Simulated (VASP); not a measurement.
Calculation: LDA (Ceperley-Alder, Perdew-Zunger), VASP's LDA PAW potentials (set 64) (plane waves; VASP).

VASP ran on this input.

KPOINTS:
```
Automatic mesh
0
Gamma
4 4 4
0 0 0
```

INCAR:
```
SYSTEM=PIr2
PREC=Accurate; ENCUT=300; LREAL=.FALSE.
LASPH=.TRUE.
EDIFF=1E-6; NELM=100; ALGO=Normal
LMAXMIX=6
ISMEAR=0; SIGMA=0.05
ISIF=2
LWAVE=.FALSE.; LCHARG=.FALSE.
```

**POSCAR**
```
PIr2
3.9297390
  0.0000000000   0.7071067570   0.7071067570
  0.7071067570   0.0000000000   0.7071067570
  0.7071067570   0.7071067570   0.0000000000
P Ir
1 2
Cart
  0.0000000000   0.0000000000   0.0000000000
  0.3535533785   0.3535533785   0.3535533785
  1.0606601354   1.0606601354   1.0606601354
```

POTCAR, in this order: P Ir (LDA.64 set). Program: vasp_std.

The resulting files:

File OSZICAR:
```
       N       E                     dE             d eps       ncg     rms          rms(c)
DAV:   1     0.127955818948E+03    0.12796E+03   -0.73489E+03   240   0.919E+02
DAV:   2    -0.212401608725E+02   -0.14920E+03   -0.14508E+03   261   0.336E+02
DAV:   3    -0.289631981412E+02   -0.77230E+01   -0.74773E+01   340   0.709E+01
DAV:   4    -0.290870284513E+02   -0.12383E+00   -0.12373E+00   275   0.105E+01
DAV:   5    -0.290904738480E+02   -0.34454E-02   -0.34452E-02   324   0.142E+00    0.240E+01
DAV:   6    -0.281671605704E+02    0.92331E+00   -0.35937E+00   360   0.212E+01    0.957E+00
DAV:   7    -0.280610648892E+02    0.10610E+00   -0.95515E-02   304   0.271E+00    0.482E+00
DAV:   8    -0.280331245413E+02    0.27940E-01   -0.35101E-02   275   0.142E+00    0.595E-01
DAV:   9    -0.280326843635E+02    0.44018E-03   -0.19106E-03   290   0.304E-01    0.374E-01
DAV:  10    -0.280326169175E+02    0.67446E-04   -0.43971E-04   296   0.275E-01    0.663E-02
DAV:  11    -0.280325977835E+02    0.19134E-04   -0.93054E-05   373   0.105E-01    0.247E-02
DAV:  12    -0.280325977283E+02    0.55250E-07   -0.26685E-06   246   0.156E-02
   1 F= -.28032598E+02 E0= -.28030503E+02  d E =-.418866E-02
```

File OUTCAR:
```
------------------------ aborting loop because EDIFF is reached ----------------------------------------
  FORCE on cell =-STRESS in cart. coord.  units (eV):
  Direction    XX          YY          ZZ          XY          YZ          ZX
  --------------------------------------------------------------------------------------
  Total       -1.9317809     -1.9317809     -1.9317809     -0.0000000     -0.0000000     -0.0000000
  in kB      -72.1260862    -72.1260862    -72.1260862     -0.0000000     -0.0000000     -0.0000000
  external PRESSURE =     -72.1260862 kB  Pullay stress =       0.0000000 kB
  volume of cell :       42.91
      direct lattice vectors                 reciprocal lattice vectors
     0.000000000  2.778745000  2.778745000    -0.179937346  0.179937346  0.179937346
     2.778745000  0.000000000  2.778745000     0.179937346 -0.179937346  0.179937346
     2.778745000  2.778745000  0.000000000     0.179937346  0.179937346 -0.179937346
 POSITION                                       TOTAL-FORCE (eV/Angst)
 -----------------------------------------------------------------------------------
      0.00000      0.00000      0.00000         0.000000      0.000000      0.000000
      1.38937      1.38937      1.38937        -0.000000     -0.000000     -0.000000
      4.16812      4.16812      4.16812         0.000000      0.000000      0.000000
 -----------------------------------------------------------------------------------
    total drift:                                0.000000      0.000000      0.000000
  FREE ENERGIE OF THE ION-ELECTRON SYSTEM (eV)
  ---------------------------------------------------
  free  energy   TOTEN  =       -28.0325977283 eV

  energy  without entropy=      -28.0284090636  energy(sigma->0) =      -28.03050340
```
(Selected blocks of OUTCAR.)

At this cut-off the stress carries a Pulay error, which pulls relaxed volumes low.

The structure comes from a computed database's PIr2 entry (Fm-3m); how it stands against other phases isn't given here. The cell was not relaxed at this level. The k-mesh is coarse (spacing up to 0.49 per Å, 2π included), so the numbers may not be converged in it. The run is one of a series of settings (KPOINTS 4×4×4 Γ-centred mesh against the base run), some of them coarse on purpose. The electron count is odd and the run is not spin-polarised, which forces a metal.
